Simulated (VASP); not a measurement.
All values below come from PBEsol GGA, VASP's PBE PAW potentials (set 64) (plane waves; VASP).

Input for VASP

**POSCAR**
```
HfB2
1
    1.5420540000    -2.6709160000     0.0000000000
    1.5420540000     2.6709160000     0.0000000000
    0.0000000000     0.0000000000     3.4180560000
Hf B
1 2
Direct
  0.0112180000   0.0156660000   0.0059490000
  0.3328280000   0.6763840000   0.4989280000
  0.6559540000   0.3079500000   0.4951230000
```

### INCAR
```
SYSTEM=HfB2
PREC=Accurate; ENCUT=400; LREAL=F
LASPH=T
EDIFF=1E-6; NELM=100; ALGO=Normal
LMAXMIX=6
ISMEAR=0; SIGMA=0.2
GGA=PS
ISIF=2
LWAVE=F; LCHARG=F
```

File KPOINTS:
```
Automatic mesh
0
Gamma
8 8 7
0 0 0
```

POTCAR, in this order: Hf_pv B (PBE.64 set). Program: vasp_std.

Output

File OUTCAR:
```
 ion  position               nearest neighbor table
   1  0.011  0.016  0.006-   3 2.40   3 2.41   2 2.44   2 2.44   3 2.45   3 2.46   2 2.47   2 2.47
                             2 2.47   2 2.51   3 2.52   3 2.57
   2  0.333  0.676  0.499-   3 1.69   3 1.81   3 1.85   1 2.44   1 2.44   1 2.47   1 2.47   1 2.47
                             1 2.51
   3  0.656  0.308  0.495-   2 1.69   2 1.81   2 1.85   1 2.40   1 2.41   1 2.45   1 2.46   1 2.52
                             1 2.57
  LATTYP: Found a hexagonal cell.
 ALAT       =     3.0841081074
 C/A-ratio  =     1.1082802162
 Subroutine PRICEL returns:
 Original cell was already a primitive cell.
 Subroutine GETGRP returns: Found  1 space group operations
The static configuration has the point symmetry C_1 .
The dynamic configuration has the point symmetry C_1 .
 Subroutine INISYM returns: Found  1 space group operations
 Subroutine IBZKPT returns following result:
 Found    226 irreducible k-points:

 Following reciprocal coordinates:
            Coordinates               Weight
  0.000000  0.000000  0.000000      1.000000
  0.125000  0.000000  0.000000      2.000000
  0.000000  0.125000  0.000000      2.000000
 -0.125000  0.125000  0.000000      2.000000
  0.250000  0.000000  0.000000      2.000000
  0.000000  0.250000  0.000000      2.000000
 -0.250000  0.250000  0.000000      2.000000
  0.375000  0.000000  0.000000      2.000000
  0.000000  0.375000  0.000000      2.000000
 -0.375000  0.375000  0.000000      2.000000
  0.500000  0.000000  0.000000      1.000000
  0.000000  0.500000  0.000000      1.000000
  0.500000  0.500000  0.000000      1.000000
  0.125000  0.125000  0.000000      2.000000
 -0.125000  0.250000  0.000000      2.000000
 -0.250000  0.125000  0.000000      2.000000
  0.250000  0.125000  0.000000      2.000000
 -0.125000  0.375000  0.000000      2.000000
 -0.375000  0.250000  0.000000      2.000000
...
```

OSZICAR:
```
       N       E                     dE             d eps       ncg     rms          rms(c)
DAV:   1     0.190451521729E+02    0.19045E+02   -0.72508E+03  5440   0.104E+03
DAV:   2    -0.286942221424E+02   -0.47739E+02   -0.44809E+02  6584   0.211E+02
DAV:   3    -0.300407323498E+02   -0.13465E+01   -0.13273E+01  7112   0.281E+01
DAV:   4    -0.300497244147E+02   -0.89921E-02   -0.89847E-02  6528   0.251E+00
DAV:   5    -0.300498094455E+02   -0.85031E-04   -0.85018E-04  7020   0.195E-01    0.587E+01
DAV:   6    -0.278373025681E+02    0.22125E+01   -0.49611E+00  6676   0.151E+01    0.422E+01
DAV:   7    -0.277996915825E+02    0.37611E-01   -0.17284E+00  6924   0.919E+00    0.112E+01
DAV:   8    -0.277210421452E+02    0.78649E-01   -0.52156E-01  6536   0.515E+00    0.188E+00
DAV:   9    -0.277161492094E+02    0.48929E-02   -0.36869E-02  6340   0.151E+00    0.345E-01
DAV:  10    -0.277159909418E+02    0.15827E-03   -0.10720E-03  6688   0.288E-01    0.350E-01
DAV:  11    -0.277159929379E+02   -0.19961E-05   -0.92915E-05  6788   0.774E-02    0.141E-01
DAV:  12    -0.277159898944E+02    0.30435E-05   -0.76827E-06  6692   0.236E-02    0.199E-02
DAV:  13    -0.277159900334E+02   -0.13904E-06   -0.29371E-07  3712   0.535E-03
   1 F= -.27715990E+02 E0= -.27713913E+02  d E =-.415337E-02
```

### OUTCAR
```
------------------------ aborting loop because EDIFF is reached ----------------------------------------
  FORCE on cell =-STRESS in cart. coord.  units (eV):
  Direction    XX          YY          ZZ          XY          YZ          ZX
  --------------------------------------------------------------------------------------
  Total        2.3633129      2.3197030      1.5382471      0.1169649      0.0287665      0.0990234
  in kB      134.4815896    132.0000145     87.5321745      6.6557507      1.6369249      5.6348123
  external PRESSURE =     118.0045929 kB  Pullay stress =       0.0000000 kB
  volume of cell :       28.16
      direct lattice vectors                 reciprocal lattice vectors
     1.542054000 -2.670916000  0.000000000     0.324242860 -0.187201694  0.000000000
     1.542054000  2.670916000  0.000000000     0.324242860  0.187201694  0.000000000
     0.000000000  0.000000000  3.418056000     0.000000000  0.000000000  0.292563960
 POSITION                                       TOTAL-FORCE (eV/Angst)
 -----------------------------------------------------------------------------------
      0.04146      0.01188      0.02033        -0.921959     -0.246718     -0.566677
      1.55626      0.91761      1.70536        -0.742617     -0.879651      0.195044
      1.48639     -0.92949      1.69236         1.664575      1.126369      0.371633
 -----------------------------------------------------------------------------------
    total drift:                                0.000007      0.000022     -0.000030
  FREE ENERGIE OF THE ION-ELECTRON SYSTEM (eV)
  ---------------------------------------------------
  free  energy   TOTEN  =       -27.7159900334 eV

  energy  without entropy=      -27.7118366631  energy(sigma->0) =      -27.71391335
```
(Selected blocks of OUTCAR.)

At this cut-off the stress carries a Pulay error, which pulls relaxed volumes low.

The structure is a typed HfB2 crystal (P6/mmm). The cell was not relaxed at this level, atoms are displaced from their ideal sites.
